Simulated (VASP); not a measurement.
Input:

```xyz
3
Lattice="0.0000 3.1000 3.1000 3.1000 0.0000 3.1000 3.1000 3.1000 0.0000" Properties=species:S:1:pos:R:3 pbc="T T T"
Ba     0.0000     0.0000     0.0000
F      1.5500     1.5500     1.5500
F      4.6500     4.6500     4.6500
```

All values below come from PBE GGA, VASP's PBE PAW potentials (set 64) (plane waves; VASP). Run with 400 eV cut-off, 5×5×5 Γ-centred mesh, Fermi-Dirac smearing of 0.020 eV, potentials Ba_sv F.

Unless said otherwise, spin-orbit coupling is left out, though it shifts the bands of the heavy elements here.

Task: Give the energies of bands 7 to 15 at the high-symmetry points, in eV from the valence-band maximum.

Result: 
```json
[
 {"band": "7", "Γ": "-1.50", "X": "-1.53", "U": "-1.28", "L": "-1.09", "W": "-1.22"},
 {"band": "8", "Γ": "-1.50", "X": "-0.36", "U": "-0.55", "L": "-1.09", "W": "-0.62"},
 {"band": "9", "Γ": "-1.50", "X": "-0.36", "U": "-0.54", "L": "-0.67", "W": "-0.36"},
 {"band": "10", "Γ": "-0.07", "X": "-0.34", "U": "-0.35", "L": "-0.36", "W": "-0.36"},
 {"band": "11", "Γ": "-0.07", "X": "-0.34", "U": "-0.20", "L": "-0.17", "W": "-0.31"},
 {"band": "12", "Γ": "-0.07", "X": "-0.14", "U": "-0.18", "L": "-0.17", "W": "-0.18"},
 {"band": "13", "Γ": "6.78", "X": "7.26", "U": "7.55", "L": "9.12", "W": "7.57"},
 {"band": "14", "Γ": "9.20", "X": "9.02", "U": "9.38", "L": "9.20", "W": "9.81"},
 {"band": "15", "Γ": "9.20", "X": "10.68", "U": "9.94", "L": "9.20", "W": "9.89"}
]
```

The gap is indirect, 6.78 eV, from the valence maximum at K-Γ at 0.44 to the conduction minimum at Γ.

The structure is a typed BaF2 crystal. The cell was not relaxed at this level.
